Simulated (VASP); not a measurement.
Input:

```xyz
4
Lattice="3.0662 0.0000 0.0000 -1.5331 2.6554 0.0000 0.0000 0.0000 4.6256" Properties=species:S:1:pos:R:3 pbc="T T T"
Co     0.0000     1.7703     4.5759
Co     1.5331     0.8851     2.2631
C      0.0000     1.7703     1.7843
C      1.5331     0.8851     4.0971
```

Level of theory: PBEsol GGA, VASP's PBE PAW potentials (set 64) (plane waves; VASP 6.6.1). Run with 520 eV cut-off, 13×13×8 Γ-centred mesh, tetrahedra with Blöchl corrections, potentials Co C.

The cores are frozen, which limits the accuracy of field gradients.

Question: Give the principal components of the electric field gradient (V/Å²) and the asymmetry η at each nucleus.

Answer: 
| atom | Vxx | Vyy | Vzz | η |
|---|---|---|---|---|
| Co1 | -11.0 | -11.0 | 22.0 | 0.00 |
| Co2 | -11.0 | -11.0 | 22.0 | 0.00 |
| C3 | -3.3 | -3.3 | 6.5 | 0.00 |
| C4 | -3.3 | -3.3 | 6.5 | 0.00 |

The structure was generated: CoC was put into the wurtzite type (P6_3mc), which need not be its known phase. It was relaxed first, which changed the volume by -26 %. The run is not spin-polarised, so no magnetic state was tried.
